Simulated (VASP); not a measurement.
All values below come from HSE06 screened hybrid, VASP's PBE PAW potentials (set 64) (plane waves; VASP 6.6.1).

The input files of a VASP run:

### KPOINTS
```
Automatic mesh
0
Gamma
1 1 1
0 0 0
```

INCAR:
```
SYSTEM = Ti24O48
PREC = Normal
ENCUT = 500
EDIFF = 1E-5
NELM = 50
ALGO = Normal
LREAL = Auto
LASPH = .TRUE.
ISMEAR = 0
SIGMA = 0.05
GGA = PE
LMAXMIX = 4
LWAVE = .FALSE.
LCHARG = .FALSE.
ISYM = 0
NELMIN = 4
HFSCREEN = 0.2
AEXX = 0.25
LHFCALC = .TRUE.
PRECFOCK = Fast
LORBIT = 11
NEDOS = 601
```

File POSCAR:
```
Ti24O48
1
    9.9778697386     0.3919932848    -0.0093845489
    0.3970719229     9.8766492521     0.3099342900
   -0.0072952661     0.3106233649     9.6917159030
Ti O
24 48
Direct
  0.8856493463   0.2500834407   0.8809215885
  0.6771078480   0.7598403393   0.5777471464
  0.5985575224   0.0368420803   0.1310739235
  0.3887065903   0.2282439017   0.5958128831
  0.9154424354   0.3092572490   0.3951883943
  0.3381689490   0.9093579497   0.6533716456
  0.9085481521   0.6151372523   0.8289422583
  0.4290291314   0.8590673739   0.9755745175
  0.2444300564   0.7621812873   0.2360488871
  0.1242573212   0.4424863094   0.6539938690
  0.4203172800   0.5594320697   0.6442758386
  0.2206528172   0.0922577089   0.1271592674
  0.9588919864   0.9219428377   0.7404045724
  0.6626189219   0.0166795144   0.7458533324
  0.5827797690   0.6892906422   0.3104498249
  0.0890906755   0.9993078767   0.4243648224
  0.7100135480   0.7874500188   0.0019623870
  0.9113111870   0.0413212408   0.1844126093
  0.2874562217   0.3217259369   0.8728849631
  0.6545568980   0.1985573132   0.4225331545
  0.1006812834   0.5256226841   0.3493450401
  0.3812698068   0.3474520415   0.2140630347
  0.7904178625   0.4379752643   0.1384416734
  0.5786035043   0.3275062159   0.9039253490
  0.2433651204   0.4977850379   0.7884530126
  0.8375863904   0.6326342703   0.0101051281
  0.8041442871   0.9599403218   0.6204705736
  0.3255100275   0.7318771244   0.6262558428
  0.0067040658   0.1591082346   0.3232735289
  0.7165639770   0.7800221996   0.3956646204
  0.0661991478   0.9945954910   0.0978897466
  0.6507364564   0.5514555912   0.2042224992
  0.2637222593   0.2204907517   0.2483841523
  0.5577570295   0.7254684723   0.9220277092
  0.1030352279   0.9382385229   0.6112541624
  0.5288769571   0.4814647254   0.7822228438
  0.3167220074   0.0733445655   0.5360123092
  0.2257513728   0.9390698363   0.3068339540
  0.2143523308   0.2617477649   0.7004769878
  0.7915436081   0.8634520924   0.8443224843
  0.9770847793   0.4277421214   0.7930734146
  0.5665793289   0.6255670631   0.5257104249
  0.9439421425   0.4596381732   0.2524533310
  0.3957664389   0.0203937870   0.1000896626
  0.5710740155   0.1396370503   0.5938014255
  0.7818336577   0.9547259198   0.0916607677
  0.2931501093   0.7655731545   0.0575176614
  0.4442427417   0.2337363658   0.7953106267
  0.7145541818   0.1937605441   0.8216240912
  0.3998645898   0.7041330865   0.3295752353
  0.8009386226   0.2539594139   0.5303584652
  0.5438692546   0.8876833437   0.6592206781
  0.0790841255   0.6935566912   0.2593176283
  0.6754703297   0.0583990784   0.3076571162
  0.8933911838   0.2217065944   0.0685852668
  0.3526524698   0.4206897337   0.5547639957
  0.1121617406   0.5919348560   0.5258789321
  0.5761873400   0.8261860823   0.1559365848
  0.0653046286   0.3597808453   0.4836739616
  0.9534881849   0.9229716178   0.3498615848
  0.5878830835   0.2163359525   0.0807637411
  0.0298200483   0.7425207959   0.8058937878
  0.4874812614   0.2900091438   0.3729145995
  0.5806503091   0.9827551078   0.9252594969
  0.9654932852   0.0898121414   0.8194697378
  0.1775428619   0.2232372944   0.9842781016
  0.7415146941   0.4071980889   0.9504616213
  0.2655473929   0.4900951903   0.2618667099
  0.3171609299   0.9392963187   0.8323659789
  0.7488989673   0.3108275453   0.2805630046
  0.4040228822   0.3837454123   0.0161160485
  0.8027780120   0.6457322103   0.6750168016
```

POTCAR, in this order: Ti O (PBE.64 set). Program: vasp_gam. Read from the step before: WAVECAR.

What VASP printed:

File OSZICAR:
```
       N       E                     dE             d eps       ncg     rms          rms(c)
DAV:   1    -0.768411122942E+03   -0.76841E+03   -0.57000E+01   480   0.263E+01    0.216E+01
DAV:   2    -0.764480017776E+03    0.39311E+01   -0.14158E+01   520   0.122E+01    0.567E+00
DAV:   3    -0.764952399287E+03   -0.47238E+00   -0.42857E+00   624   0.554E+00    0.397E+00
DAV:   4    -0.764697801129E+03    0.25460E+00   -0.13343E+00   640   0.309E+00    0.103E+00
DAV:   5    -0.764752211180E+03   -0.54410E-01   -0.20639E-01   544   0.101E+00    0.903E-01
DAV:   6    -0.764735545104E+03    0.16666E-01   -0.96324E-02   608   0.910E-01    0.402E-01
DAV:   7    -0.764738973405E+03   -0.34283E-02   -0.21166E-02   560   0.346E-01    0.283E-01
DAV:   8    -0.764737948499E+03    0.10249E-02   -0.87701E-03   648   0.264E-01    0.119E-01
DAV:   9    -0.764738100827E+03   -0.15233E-03   -0.31169E-03   608   0.141E-01    0.777E-02
DAV:  10    -0.764738063211E+03    0.37616E-04   -0.81317E-04   616   0.858E-02    0.535E-02
DAV:  11    -0.764738071899E+03   -0.86884E-05   -0.47698E-04   568   0.571E-02    0.282E-02
DAV:  12    -0.764738076457E+03   -0.45576E-05   -0.12711E-04   632   0.342E-02    0.182E-02
DAV:  13    -0.764738076322E+03    0.13514E-06   -0.74141E-05   488   0.239E-02
   1 F= -.76473808E+03 E0= -.76473808E+03  d E =-.220276E-11
```

File OUTCAR:
```
------------------------ aborting loop because EDIFF is reached ----------------------------------------
  volume of cell :      952.63
      direct lattice vectors                 reciprocal lattice vectors
     9.977869739  0.391993285 -0.009384549     0.100380784 -0.004042055  0.000205109
     0.397071923  9.876649252  0.309934290    -0.003991073  0.101511557 -0.003256490
    -0.007295266  0.310623365  9.691715903     0.000224831 -0.003250182  0.103285242
 POSITION                                       TOTAL-FORCE (eV/Angst)
 -----------------------------------------------------------------------------------
      8.92977      3.09079      8.60684        -0.255616     -0.561920      0.305098
      7.05359      7.94956      5.82851         0.112829     -0.228623     -0.381435
      5.98600      0.63922      1.27613         0.090717      0.203880     -0.186319
      3.96475      2.59173      5.84154        -0.206195     -0.215948      0.204190
      9.25408      3.53603      3.91731        -0.145013     -0.388362      0.096905
      3.73052      9.31692      6.61096         0.004822     -0.165241      0.079091
      9.30358      6.68913      8.21600         0.214340      0.514675     -0.346442
      4.61479      8.95592      9.71722        -0.089093     -0.120483     -0.054403
      2.73981      7.69693      2.52165         0.227713      0.041025     -0.104542
      1.41075      4.62214      6.47430         0.327237     -0.149924     -0.221330
      4.41131      5.89020      6.41358         0.069220      0.072225      0.009001
      2.23735      1.03719      1.25891         0.332629      0.078587     -0.137919
      9.92838      9.71157      7.45253        -0.175153      0.285609     -0.290419
      6.61271      0.65616      7.22755         0.193764     -0.077283     -0.123687
      6.08633      7.13276      3.21696        -0.137481      0.200886      0.122150
      1.28264     10.03655      4.42171        -0.272041     -0.610337     -0.079011
      7.39708      8.05630      0.25641        -0.295637      0.354497     -0.391661
      9.10801      0.82263      1.79153         0.557125     -0.626838     -0.364385
      2.98958      3.56139      8.55677        -0.062533     -0.146255     -0.063461
      6.60684      2.34891      4.15047        -0.163538      0.118769     -0.133933
      1.21075      5.33937      3.54772         0.086681      0.395271     -0.009738
      3.94066      3.64761      2.17875        -0.607597     -0.074694      0.189894
      8.05958      4.67857      1.47006        -0.592056      0.139742      0.275366
      5.89668      3.74225      8.85666         0.157675     -0.010360      0.035810
      2.62017      5.25676      7.79346        -0.126144     -0.378851     -0.299325
      8.60846      6.57977      0.28615        -0.141597      0.050157     -0.279618
      8.40029      9.98895      6.30340        -0.038295     -0.002340      0.644909
      3.53394      7.55062      6.29327         0.481161      0.027318      0.226656
      0.12771      1.67450      3.18233        -0.134951     -0.092772      0.069662
      7.45662      8.10780      4.06970        -0.713217     -0.331589      0.567607
      1.05474      9.87963      1.25636        -0.239057      0.402851      0.395937
      6.71044      5.76505      2.14407         0.265272      0.004660      0.049293
      2.71713      2.35824      2.47313         0.395347      0.025776     -0.539043
      5.84656      7.67024      9.15564         0.303162      0.631821      0.443483
      1.39616      9.49691      6.21393        -0.347035      0.130673     -0.248014
      5.46253      5.20555      7.72534        -0.272262     -0.155565     -0.207476
      3.18542      1.01505      5.21464         0.351766      0.194000      0.522375
      2.62316      9.45867      3.26268        -0.341554     -0.026862      0.013745
      2.23760      2.88680      6.86794         0.092236      0.630062      0.050295
      8.23461      9.10056      8.44312        -0.171969     -0.000038      0.183591
      9.91328      4.85402      7.80964         0.066298      0.213449     -0.105988
      5.89781      6.56390      5.28360        -0.052041      0.287757      0.258198
      9.59920      4.98812      2.58031         0.016413     -0.048146      0.216986
      3.95627      0.38765      0.97265        -0.198509     -0.099233     -0.171262
      5.74922      1.78745      5.79287        -0.054599      0.319306     -0.019930
      8.17946      9.76444      1.17692        -0.147431      0.170681      0.326166
      3.22858      7.69408      0.79197         0.272365      0.283241      0.361881
      4.51960      2.72971      7.77620        -0.115044      0.243191      0.128653
      7.20067      2.44902      8.01629        -0.061085      0.270650      0.276876
      4.26698      7.21359      3.40863         0.032833      0.042660     -0.270305
      8.08863      2.98697      5.21128         0.163087      0.025770     -0.985280
      5.77432      9.18530      6.65900         0.205586     -0.049911      0.018992
      1.06259      6.96157      2.72745         0.594971     -0.317547      0.293090
      6.76070      0.93713      2.99349        -0.354284      0.332402      0.057724
      9.00167      2.56123      0.72504         0.078817     -0.025743     -0.544382
      3.68172      4.46557      5.50369         0.126695      0.093820      0.266322
      1.35034      6.05365      5.27908        -0.015650     -0.676902     -0.011100
      6.07604      8.43425      1.76195         0.132160      0.052040     -0.272108
      0.79093      3.72927      4.79853        -0.272833      0.309319     -0.166406
      9.87771      9.59830      3.66787         0.416652      0.529727     -0.156356
      5.95113      2.39221      0.84427        -0.042924     -0.434101     -0.201530
      0.58650      7.59564      8.04035        -0.989295     -0.399164     -0.011139
      4.97646      3.17124      3.69949         0.259194     -0.068781     -0.071223
      6.17713     10.22135      9.26649         0.080289     -0.272245      0.235718
      9.66325      1.52006      7.96084        -0.285172     -0.045743     -0.025654
      1.85296      2.58017      9.60687         0.449280     -0.102412      0.171556
      7.55349      4.60766      9.33085         0.016579     -0.209346      0.256796
      2.84229      5.02593      2.68734         0.062805     -0.358830      0.127830
      3.53149      9.65998      8.35520         0.490112     -0.254954     -0.317086
      7.59379      3.45065      2.80844         0.404733      0.293521     -0.196918
      4.18354      3.95350      0.27134        -0.058124     -0.413125      0.054530
      8.26149      6.90203      6.73467         0.042456      0.170450      0.452454
 -----------------------------------------------------------------------------------
    total drift:                                0.023916     -0.013857      0.015505
  FREE ENERGIE OF THE ION-ELECTRON SYSTEM (eV)
  ---------------------------------------------------
  free  energy   TOTEN  =      -764.7380763219 eV

  energy  without entropy=     -764.7380763219  energy(sigma->0) =     -764.73807632

  exchange ACFDT corr.  =         0.00000000  see jH, gK, PRB 81, 115126

 total charge

# of ion       s       p       d       tot
------------------------------------------
    1        0.532   0.898   2.532   3.962
    2        0.586   0.991   2.706   4.283
    3        0.557   1.040   2.560   4.157
    4        0.529   0.963   2.515   4.007
    5        0.622   1.133   2.837   4.592
    6        0.565   1.005   2.669   4.238
    7        0.583   0.953   2.689   4.224
    8        0.579   1.069   2.635   4.283
    9        0.614   1.040   2.810   4.463
   10        0.556   1.025   2.598   4.179
   11        0.568   0.998   2.638   4.203
   12        0.584   1.025   2.664   4.273
   13        0.558   0.985   2.532   4.076
   14        0.523   0.963   2.391   3.876
   15        0.581   1.037   2.690   4.308
   16        0.599   0.986   2.803   4.388
...
```
(Selected blocks of OUTCAR.)
